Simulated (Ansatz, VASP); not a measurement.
# One calculation of EuMo, two programs

```xyz
2
Lattice="3.5314 0.0000 0.0000 0.0000 3.5314 0.0000 0.0000 0.0000 3.5314" Properties=species:S:1:pos:R:3 pbc="T T T"
Eu    1.7657    1.7657    1.7657
Mo    0.0000    0.0000    0.0000
```

The cell was built by a generator and needn't be a form met in nature.

Alike in both runs: task relaxation of cell and atoms; functional LDA; k mesh 6 × 6 × 6; occupations fermi-dirac, width 0.05 eV; collinear spin, ferromagnetic start.

```csv
,VASP,Ansatz
version,VASP 6.6.1,Ansatz 0.2.0
potentials or method,"VASP PAW PBE potentials, release 64 (Eu, Mo_sv)",Ansatz PAW
plane-wave cutoff (eV),600,420
valence electrons in the cell,31,31
```

```tsv
	VASP	Ansatz	Ansatz less VASP
gap on the k mesh at the Fermi level, each at its own relaxed structure (eV)	none	none	-
net moment per atom (μB)	3.07	3.06	-0.006
size of the moment on the site where the two differ most (μB)	6.27	6.35	+0.079
relaxed volume (Å³/atom)	19.54	19.46	-0.079
relaxed cell length with the largest relative difference (Å)	3.394	3.389	-0.0046
energy change over the relaxation (meV/atom)	-77	-82	-4.2
```

Site moments also hang on the region over which each program counts them. A gap of «none» marks a metal or a gap that the smearing closes.

Caveats: spin-orbit coupling is left out, which moves the levels of the heavy elements; without U or exact exchange the open f shell lies at the Fermi level, which spoils levels, moments and volumes; the PAW data sets were made with another functional, which shifts forces and pressure a little (VASP); the plane-wave basis is chosen anew once the cell has moved, so the energies of steps on either side of that aren't comparable (Ansatz); the PAW data sets come from PBE, with cores solved anew for the run's functional, which leaves a small shift of forces and pressure (Ansatz); the starting moments weren't kept (Ansatz). The state reached can hang on the start; a lower one may exist.
